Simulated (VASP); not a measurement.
ScAl3:

```
Sc Al
1.0
     4.08781    0.00000    0.00000
     0.00000    4.08781    0.00000
     0.00000    0.00000    4.08781
Sc Al
1 3
Cartesian
  0.0000 0.0000 0.0000
  2.0439 0.0000 2.0439
  0.0000 2.0439 2.0439
  2.0439 2.0439 0.0000
```

The cell is a database's computed one.

```yaml
Program: VASP 6.6.1
Task: relaxation of cell and atoms
Functional: RPBE
Potentials_or_basis: VASP PAW PBE potentials, release 64 (Sc_sv, Al)
Cutoff: 600 eV
k_mesh: 10 × 10 × 10
Occupations: methfessel-paxton, width 0.1 eV
Spin: no spin polarisation
```

At the start: pressure 3.2 GPa; volume 17.08 Å³/atom.

How do energy, volume and symmetry change on relaxing?

Over 3 steps the energy falls by 5.9 meV/atom and the volume is 17.69 Å³/atom (+3.6 %); space group Pm-3m (No. 221, to 0.05 Å).

Step by step:
| step | energy change (eV) | largest force (eV/Å) | pressure (GPa) | volume (Å³) |
| --- | --- | --- | --- | --- |
| 1 | 0.0000 | 0.0000 | 3.15 | 68.31 |
| 2 | -0.0204 | 0.0000 | -1.03 | 71.68 |
| 3 | -0.0234 | 0.0000 | 0.01 | 70.76 |

Final structure:
```
CELL_PARAMETERS angstrom
4.13619 0.00000 0.00000
0.00000 4.13619 0.00000
0.00000 0.00000 4.13619
ATOMIC_POSITIONS crystal
Sc 0.00000 0.00000 0.00000
Al 0.50000 0.00000 0.50000
Al 0.00000 0.50000 0.50000
Al 0.50000 0.50000 0.00000
```

Caveat: the PAW data sets were made with another functional, which shifts forces and pressure a little.
